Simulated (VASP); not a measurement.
# What goes wrong when the gap of TePb is computed with a bad input

Aim: see how common mistakes in a band-structure run show up, on TePb. The starting structure is a measured crystal structure from the Crystallography Open Database. Cell and atoms stay as given unless a step says otherwise.

Program: VASP 6.6.1. Level of theory: Kohn-Sham DFT with plane waves and PAW; LDA. Results are calculated unless marked as measured.

## (1) The structure

The structure is cubic, space group Fm-3m (No. 225). The conventional cell has a = 6.462 Å, b = 6.462 Å, c = 6.462 Å, α = 90.00°, β = 90.00°, γ = 90.00°. Nearest to Pb lie 6 Te at 3.23 Å. Nearest to Te lie 6 Pb at 3.23 Å. Farther neighbours and most contacts between anions are not listed.

## (2) Reference bands

File INCAR:

```
SYSTEM = TePb
PREC = Accurate
ENCUT = 350
EDIFF = 1E-06
NELM = 100
ISMEAR = 0
SIGMA = 0.03
LREAL = .FALSE.
ALGO = Normal
GGA = CA
NBANDS = 22
LORBIT = 11
LWAVE = .FALSE.
LCHARG = .FALSE.
KPAR = 4
```

File POSCAR:

```
TePb
1.0
    0.0000000000      3.2310000000      3.2310000000
    3.2310000000      0.0000000000      3.2310000000
    3.2310000000      3.2310000000      0.0000000000
Pb Te
1 1
Direct
    0.0000000000      0.0000000000      0.0000000000
    0.5000000000      0.5000000000      0.5000000000
```

File KPOINTS:

```
Automatic mesh
0
Gamma
6 6 6
0 0 0
```

File KPOINTS_OPT:

```
Line mode
10
Line-mode
Reciprocal
  0.00000000   0.00000000   0.00000000 GAMMA
  0.50000000   0.00000000   0.50000000 X

  0.50000000   0.00000000   0.50000000 X
  0.50000000   0.25000000   0.75000000 W

  0.50000000   0.25000000   0.75000000 W
  0.37500000   0.37500000   0.75000000 K

  0.37500000   0.37500000   0.75000000 K
  0.00000000   0.00000000   0.00000000 GAMMA

  0.00000000   0.00000000   0.00000000 GAMMA
  0.50000000   0.50000000   0.50000000 L

  0.50000000   0.50000000   0.50000000 L
  0.62500000   0.25000000   0.62500000 U

  0.62500000   0.25000000   0.62500000 U
  0.50000000   0.25000000   0.75000000 W

  0.50000000   0.25000000   0.75000000 W
  0.50000000   0.50000000   0.50000000 L

  0.50000000   0.50000000   0.50000000 L
  0.37500000   0.37500000   0.75000000 K

  0.62500000   0.25000000   0.62500000 U
  0.50000000   0.00000000   0.50000000 X
```

The projector-augmented-wave data sets are Pb_d and Te (LDA family, release 64).

Launch:

```
mpirun -np 4 vasp_std
```

What it wrote:

```text
[banner, memory and clock lines left out]
running    4 mpi-ranks, on    1 nodes
 distrk:  each k-point on    1 cores,    4 groups
 distr:  one band on    1 cores,    1 groups

 POSCAR found type information on POSCAR PbTe
 POSCAR found :  2 types and       2 ions
 LDA part: xc-table for (Slater(with rela. corr.)+CA(PZ))
 , standard interpolation
 POSCAR, INCAR and KPOINTS ok, starting setup
 FFT: planning ... GRIDC
 FFT: planning ... GRID_SOFT
 FFT: planning ... GRID
 WAVECAR not read
 entering main loop
       N       E                     dE             d eps       ncg     rms          rms(c)
DAV:   1     0.143083558352E+03    0.14308E+03   -0.70503E+03   718   0.645E+02
DAV:   2     0.116926273602E+01   -0.14191E+03   -0.13489E+03   766   0.214E+02
DAV:   3    -0.862294383998E+01   -0.97922E+01   -0.97389E+01   882   0.641E+01
DAV:   4    -0.887962117015E+01   -0.25668E+00   -0.25658E+00   864   0.113E+01
DAV:   5    -0.889125038709E+01   -0.11629E-01   -0.11629E-01  1010   0.225E+00    0.337E+00
DAV:   6    -0.877046653092E+01    0.12078E+00   -0.20993E-01  1052   0.278E+00    0.206E+00
DAV:   7    -0.876253441911E+01    0.79321E-02   -0.59360E-02   960   0.951E-01    0.918E-01
DAV:   8    -0.876198035429E+01    0.55406E-03   -0.68912E-03   928   0.678E-01    0.132E-01
DAV:   9    -0.876183526460E+01    0.14509E-03   -0.11938E-03  1058   0.283E-01    0.552E-02
DAV:  10    -0.876182710396E+01    0.81606E-05   -0.71953E-05   884   0.500E-02    0.253E-02
DAV:  11    -0.876182435787E+01    0.27461E-05   -0.26746E-05   984   0.308E-02    0.105E-02
DAV:  12    -0.876182457600E+01   -0.21813E-06   -0.24752E-06   814   0.952E-03
   1 F= -.87618246E+01 E0= -.87618246E+01  d E =-.610010E-29
 Start KPOINTS_OPT (optional k-point list driver)
k-point batch [1-16\100]
       N       E                     dE             ncg
DAV:   1     0.676675073053E+03   -0.50965E+04      720
DAV:   2    -0.159763539246E+04   -0.22743E+04      778
DAV:   3    -0.174842549698E+04   -0.15079E+03      930
DAV:   4    -0.175208930447E+04   -0.36638E+01      854
DAV:   5    -0.175229212001E+04   -0.20282E+00     1018
DAV:   6    -0.175230126005E+04   -0.91400E-02      964
DAV:   7    -0.175230132422E+04   -0.64170E-04     1004
DAV:   8    -0.175230132510E+04   -0.87913E-06      702
[...]
k-point batch [97-100\100]
       N       E                     dE             ncg
DAV:   1     0.638451322139E+04   -0.17887E+04      176
DAV:   2     0.580756467688E+04   -0.57695E+03      182
DAV:   3     0.576789692511E+04   -0.39668E+02      234
DAV:   4     0.576694435949E+04   -0.95257E+00      214
DAV:   5     0.576690563804E+04   -0.38721E-01      254
DAV:   6     0.576690387589E+04   -0.17622E-02      238
DAV:   7     0.576690386672E+04   -0.91745E-05      248
DAV:   8     0.576690386660E+04   -0.12031E-06      182
```

Elapsed: 10 s, on 4 MPI ranks of AMD EPYC 9R14 (Zen 4), shared host; peak memory 0.51 GiB; 38 s of CPU time.

The logs omit lines about the potential files and the build; timing stands in the text.

From OUTCAR (step 2):

```text
ion  position               nearest neighbor table
   1  0.000  0.000  0.000-   2 3.23   2 3.23   2 3.23   2 3.23   2 3.23   2 3.23
   2  0.500  0.500  0.500-   1 3.23   1 3.23   1 3.23   1 3.23   1 3.23   1 3.23

  LATTYP: Found a face centered cubic cell.
 ALAT       =     6.4620000000

 Subroutine GETGRP returns: Found 48 space group operations
 (whereof 48 operations were pure point group operations)

The static configuration has the point symmetry O_h .

 Found     16 irreducible k-points:

   k-points           NKPTS =     16   k-points in BZ     NKDIM =     16   number of bands    NBANDS=     22

   dimension x,y,z NGX =    28 NGY =   28 NGZ =   28
   dimension x,y,z NGXF=    56 NGYF=   56 NGZF=   56

   ENCUT  =  350.0 eV  25.72 Ry    5.07 a.u.   6.97  6.97  6.97*2*pi/ulx,y,z

   NELECT =      20.0000    total number of electrons

 k-points in reciprocal lattice and weights: Automatic mesh
   0.00000000  0.00000000  0.00000000       0.005
   0.16666667  0.00000000  0.00000000       0.037
   0.33333333  0.00000000  0.00000000       0.037
   0.50000000  0.00000000  0.00000000       0.019
   0.16666667  0.16666667  0.00000000       0.028
   0.33333333  0.16666667  0.00000000       0.111
   0.50000000  0.16666667  0.00000000       0.111
  -0.33333333  0.16666667  0.00000000       0.111
  -0.16666667  0.16666667  0.00000000       0.056
[...]
-0.33333333  0.33333333  0.16666667       0.111
  -0.33333333  0.50000000  0.16666667       0.056

 average (electrostatic) potential at core
       1 -91.7439       2 -89.1611

 E-fermi :   5.6422

 k-point     1 :       0.0000    0.0000    0.0000
  band No.  band energies     occupation
    ...
      6      -6.6407      2.00000
      7      -0.2611      2.00000
      8       4.0699      2.00000
      9       4.0699      2.00000
     10       4.0699      2.00000
     11       9.4021      0.00000
     12       9.4021      0.00000
     13       9.4021      0.00000
     14      11.1951      0.00000
     15      11.1951      0.00000
    ...

 k-point     2 :       0.1667    0.0000    0.0000
  band No.  band energies     occupation
    ...
      6      -6.4044      2.00000
      7      -0.9779      2.00000
      8       4.1435      2.00000
      9       4.1435      2.00000
     10       4.4489      2.00000
     11       8.2306      0.00000
     12       8.4844      0.00000
     13       8.4844      0.00000
     14      11.0199      0.00000
     15      11.6993      0.00000
    ...

 k-point     3 :       0.3333    0.0000    0.0000
  band No.  band energies     occupation
    ...
      6      -5.7593      2.00000
      7      -2.3623      2.00000
      8       4.3642      2.00000
      9       4.3642      2.00000
     10       5.0160      2.00000
     11       6.7932      0.00000
     12       7.2022      0.00000
     13       7.2022      0.00000
     14      11.9494      0.00000
     15      13.0527      0.00000
    ...

  Total       -0.7918504     -0.7918504     -0.7918504     -0.0000000     -0.0000000      0.0000000
  in kB      -18.8067115    -18.8067115    -18.8067115     -0.0000000     -0.0000000      0.0000000
  external PRESSURE =     -18.8067115 kB  Pullay stress =       0.0000000 kB

  energy-cutoff  :      350.00
  volume of cell :       67.46
      direct lattice vectors                 reciprocal lattice vectors
     0.000000000  3.231000000  3.231000000    -0.154750851  0.154750851  0.154750851
     3.231000000  0.000000000  3.231000000     0.154750851 -0.154750851  0.154750851
     3.231000000  3.231000000  0.000000000     0.154750851  0.154750851 -0.154750851

 POSITION                                       TOTAL-FORCE (eV/Angst)
 -----------------------------------------------------------------------------------
      0.00000      0.00000      0.00000        -0.000000      0.000000     -0.000000
      3.23100      3.23100      3.23100         0.000000     -0.000000      0.000000
 -----------------------------------------------------------------------------------
    total drift:                               -0.000000      0.000000      0.000000

  FREE ENERGIE OF THE ION-ELECTRON SYSTEM (eV)
  ---------------------------------------------------
  free  energy   TOTEN  =        -8.7618245760 eV

  energy  without entropy=       -8.7618245760  energy(sigma->0) =       -8.76182458

 total charge
# of ion       s       p       d       tot
------------------------------------------
    1        1.456   0.596   9.826  11.878
    2        1.383   1.994   0.019   3.397
--------------------------------------------------
tot          2.839   2.590   9.846  15.275

[... 3 further parts left out ...]
```

Spin-orbit coupling is off here; with elements this heavy it can split and shift levels by tenths of an eV, and by up to about 1 eV where a band edge is a 6p state.

The reference gap is 0.636 eV.

## (3) Bands with a cutoff far too low

A slip made on purpose: a cutoff far too low. Against step 2 the input has ENCUT = 110 (also changed: NELM).

Changes to INCAR since step 2:

```diff
@@ -2,5 +2,5 @@
 PREC = Accurate
-ENCUT = 350
+ENCUT = 110
 EDIFF = 1E-06
-NELM = 100
+NELM = 60
 ISMEAR = 0
```

POSCAR is that of step 2.

KPOINTS is that of step 2.

KPOINTS_OPT is that of step 2.

Launch:

```
mpirun -np 4 vasp_std
```

What it wrote:

```text
[... set-up lines as in an earlier step ...]
 entering main loop
       N       E                     dE             d eps       ncg     rms          rms(c)
DAV:   1     0.799070298503E+02    0.79907E+02   -0.40215E+03   924   0.219E+02
DAV:   2     0.480741595998E+02   -0.31833E+02   -0.31268E+02   862   0.771E+01
DAV:   3     0.476318932296E+02   -0.44227E+00   -0.44162E+00   812   0.814E+00
DAV:   4     0.476309956221E+02   -0.89761E-03   -0.89759E-03   854   0.414E-01
[...]
DAV:  12     0.621167969849E+02    0.85316E-05   -0.15574E-05   802   0.132E-02    0.239E-02
DAV:  13     0.621167942866E+02   -0.26983E-05   -0.21142E-05   788   0.181E-02    0.902E-03
DAV:  14     0.621167941950E+02   -0.91544E-07   -0.60195E-07   598   0.279E-03
   1 F= 0.62116794E+02 E0= 0.62116794E+02  d E =-.590668E-21
 Start KPOINTS_OPT (optional k-point list driver)
k-point batch [1-16\100]
       N       E                     dE             ncg
DAV:   1    -0.109188131661E+04   -0.43096E+04      990
DAV:   2    -0.163470391313E+04   -0.54282E+03      842
DAV:   3    -0.164254015677E+04   -0.78362E+01      826
DAV:   4    -0.164255880972E+04   -0.18653E-01      832
DAV:   5    -0.164255886435E+04   -0.54631E-04      870
DAV:   6    -0.164255886450E+04   -0.14866E-06      682
[...]
k-point batch [97-100\100]
       N       E                     dE             ncg
DAV:   1     0.311408329006E+04   -0.16151E+04      232
DAV:   2     0.296684386836E+04   -0.14724E+03      236
DAV:   3     0.296484685934E+04   -0.19970E+01      206
DAV:   4     0.296484170650E+04   -0.51528E-02      202
DAV:   5     0.296484168965E+04   -0.16848E-04      228
DAV:   6     0.296484168959E+04   -0.63868E-07      172
```

It took 2.6 s on 4 MPI ranks; peak memory 0.34 GiB; 7.7 s of CPU time.

Parts of OUTCAR (step 3):

```text
  Total     -377.9878183   -377.9878183   -377.9878183     -0.0000000     -0.0000000      0.0000000
  in kB    -8977.3367517  -8977.3367517  -8977.3367517     -0.0000000     -0.0000000      0.0000000
  external PRESSURE =   -8977.3367517 kB  Pullay stress =       0.0000000 kB

 POSITION                                       TOTAL-FORCE (eV/Angst)
 -----------------------------------------------------------------------------------
      0.00000      0.00000      0.00000         0.000000      0.000000      0.000000
      3.23100      3.23100      3.23100         0.000000      0.000000      0.000000
 -----------------------------------------------------------------------------------
    total drift:                                0.000000     -0.000000     -0.000000

  FREE ENERGIE OF THE ION-ELECTRON SYSTEM (eV)
  ---------------------------------------------------
  free  energy   TOTEN  =        62.1167941950 eV

  energy  without entropy=       62.1167941950  energy(sigma->0) =       62.11679420

[... 1 part as in an earlier step ...]

[... 2 further parts left out ...]
[key lines of the parts left out:]
E-fermi :   5.1206
```

With a cutoff far too low the gap is 0.722 eV, +0.086 eV from the reference.

## (4) Bands with a fixed density without a density file

A slip made on purpose: a fixed density without a density file. Against step 2 the input has ICHARG = 11 (also changed: NELM).

Changes to INCAR since step 3:

```diff
@@ -2,3 +2,3 @@
 PREC = Accurate
-ENCUT = 110
+ENCUT = 350
 EDIFF = 1E-06
@@ -15 +15,2 @@
 KPAR = 4
+ICHARG = 11
```

POSCAR is that of step 3.

KPOINTS is that of step 3.

KPOINTS_OPT is that of step 3.

Launch:

```
mpirun -np 4 vasp_std
```

What it wrote:

```text
[banner, memory and clock lines left out]
running    4 mpi-ranks, on    1 nodes
[...]
LDA part: xc-table for (Slater(with rela. corr.)+CA(PZ))
 , standard interpolation
 POSCAR, INCAR and KPOINTS ok, starting setup
[...]
WARNING: CHGCAR is incomplete
|                                                                             |
|     EEEEEEE  RRRRRR   RRRRRR   OOOOOOO  RRRRRR      ###     ###     ###     |
|     E        R     R  R     R  O     O  R     R     ###     ###     ###     |
|     E        R     R  R     R  O     O  R     R     ###     ###     ###     |
|     EEEEE    RRRRRR   RRRRRR   O     O  RRRRRR       #       #       #      |
|     E        R   R    R   R    O     O  R   R                               |
|     E        R    R   R    R   O     O  R    R      ###     ###     ###     |
|     EEEEEEE  R     R  R     R  OOOOOOO  R     R     ###     ###     ###     |
|                                                                             |
|     ERROR: charge density could not be read from file CHGCAR for            |
|     ICHARG>10                                                               |
|                                                                             |
|       ---->  I REFUSE TO CONTINUE WITH THIS SICK JOB ... BYE!!! <----       |
|                                                                             |

1
1
1
1
```

It took 4.8 s on 4 MPI ranks.

VASP stopped with this message: “ERROR: charge density could not be read from file CHGCAR for ICHARG>10”.

[end of part 1 of 2]

[Lines on the potential files, build, host, timing and source positions are cut from VASP's logs without a mark.]

[Logs are printed without paths, hosts, clocks, repeated set-up lines and the standing remarks that a program may print on its own settings, such as how far it seeks lower states.]

[Hosts, paths, dates, database ids (printed as entryN), source tags and the programs' standing remarks are cut or masked in the printed files.]
